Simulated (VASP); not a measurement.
All values below come from LDA (Ceperley-Alder, Perdew-Zunger), VASP's LDA PAW potentials (set 64) (plane waves; VASP). For the first row: Numerical set-up: 520 eV cut-off, 8×8×5 Γ-centred mesh, Gaussian smearing of 0.050 eV, potentials Si C.

| system | energy (eV/atom) |
|---|---|
| SiC (wurtzite) | -8.3187 |
| Si atom | -0.6155 |
| C atom | -1.1318 |

Atoms are spin-polarised in a large box without symmetry, with the spin fixed by Hund's rule, and may not be in the lowest state of each functional; no zero-point energy is added.

Q: What is the cohesive energy per atom of SiC?

A: The references average (2×(-0.6155) + 2×(-1.1318))/4 = -0.8737 eV, so the cohesive energy is -0.8737 − (-8.3187) = 7.445 eV/atom.
